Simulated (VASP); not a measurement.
Data:

```xyz
4
Lattice="1.9533 -3.3833 0.0000 1.9533 3.3833 0.0000 0.0000 0.0000 5.0959" Properties=species:S:1:pos:R:3 pbc="T T T"
Ni     0.0000     0.0000     2.5479
Ni     0.0000     0.0000     0.0000
Sb     1.9533     1.1278     1.2740
Sb     1.9533    -1.1278     3.8219
```

All values below come from SCAN meta-GGA, VASP's PBE PAW potentials (set 64) (plane waves; VASP). Numerical set-up: 520 eV cut-off, 10×10×7 Γ-centred mesh, tetrahedra with Blöchl corrections, potentials Ni Sb.

### Question
The job: NiSb (NiAs type), 4 atoms, SCAN, static run, 520 eV, 10×10×7 Γ-centred mesh. Roughly how much core time does it take on a busy server core?

### Answer
About 10 core-minutes (one run on a shared machine, a rough figure). It had 56 irreducible k-points, 19 bands, up to 1843 plane waves and 18 electronic steps.

The compound is NiSb in the NiAs type structure. It was relaxed first. The run is not spin-polarised, so no magnetic state was tried.
